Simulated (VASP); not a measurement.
Shape and ions are relaxed at each volume.

Energy against volume of SiC (wurtzite). Method: optB88-vdW, VASP's PBE PAW potentials (set 64) (plane waves; VASP 6.6.1).

```json
[
 {"V (Å³/atom)": "9.882", "E (eV/atom)": "-6.31441"},
 {"V (Å³/atom)": "10.198", "E (eV/atom)": "-6.33556"},
 {"V (Å³/atom)": "10.513", "E (eV/atom)": "-6.34218"},
 {"V (Å³/atom)": "10.828", "E (eV/atom)": "-6.33629"},
 {"V (Å³/atom)": "11.144", "E (eV/atom)": "-6.31962"}
]
```

Task: Fit a third-order Birch-Murnaghan equation of state.

Result: 
The volume per atom is 10.51 Å³/atom and the bulk modulus comes out as 211 GPa. The pressure derivative of the bulk modulus is 3.95.

The compound is SiC in the wurtzite structure, the rare 2H polytype. It was relaxed first.
